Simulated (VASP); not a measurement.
PbSe (rock salt), at 1.04 of the tabulated volume:

```
PbSe
1.0
    0.00000     3.10027     3.10027
    3.10027     0.00000     3.10027
    3.10027     3.10027     0.00000
Pb Se
1 1
Direct
  0.00000   0.00000   0.00000
  0.50000   0.50000   0.50000
```

The lowest empty band near L, direction along the valley's axis, from mBJ (TB09) with spin-orbit coupling in VASP (PAW); its two spin partners are averaged. The gap over the points computed is 0.50 eV, and the next band on that side lies 1.40 eV away at the edge.

Run with 400 eV cut-off, 8×8×8 Γ-centred mesh, Gaussian smearing of 0.050 eV, potentials Pb_d Se.

```tsv
distance from the edge in k (1/Å)	distance in energy (meV)
0.018	5.6
0.025	10.7
0.035	20.6
0.050	40.9
0.070	76.4
```

**Question.** Fit E(1 + αE) = ħ²k²/2m* (ħ²/2m0 = 3.810 eV Å²) and predict the row at 0.095 1/Å.

**Answer.** Least squares on the energies gives the electron mass m* = 0.220 m0 and α = 1.47 per eV, and so 131.2 meV. The run gave 131.4 meV, +0.2 meV from the fit.

Left out are points under 3 meV from the edge, since the levels carry 0.1 meV, and points farther than half the way to the next band.

The compound is PbSe in the rock salt structure. The cell was not relaxed at this level.
